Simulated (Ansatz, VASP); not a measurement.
CuRu4 in VASP and in Ansatz

```
Cu Ru
1.0
    -2.72270    2.72270    2.72270
     2.72270   -2.72270    2.72270
     2.72270    2.72270   -2.72270
Cu Ru
1 4
Direct
  0.00000 0.00000 0.00000
  0.00000 0.00000 0.50000
  0.50000 0.00000 0.00000
  0.00000 0.50000 0.00000
  0.50000 0.50000 0.50000
```

Change from the starting cell: species swapped into the Hg4Pt type (Im-3m, No. 229).

Alike in both runs: functional PBE; k mesh 10 × 10 × 10; occupations gaussian, width 0.1 eV; no spin polarisation.

Ansatz relaxed the structure, and its values are those at the end. VASP's run is a single point on that final structure, the one shown.

|  | VASP | Ansatz |
| --- | --- | --- |
| version | VASP 6.6.1 | Ansatz 0.2.0 |
| potentials or method | VASP PAW PBE potentials, release 64 (Cu, Ru_pv) | scalar-relativistic, plane waves, PAW |
| plane-wave cutoff (eV) | 520 | 420 |
| valence electrons in the cell | 67 | 83 |

```csv
,VASP,Ansatz,Ansatz less VASP
gap on the k mesh at the Fermi level (eV),none,none,-
pressure (GPa),0.0,0.0,-0.01
```

A gap of «none» marks a metal or a gap that the smearing closes. The functional is the same, so the differences come from potentials, cutoffs and numerics. The two sets of potentials don't hold the same shells in valence.
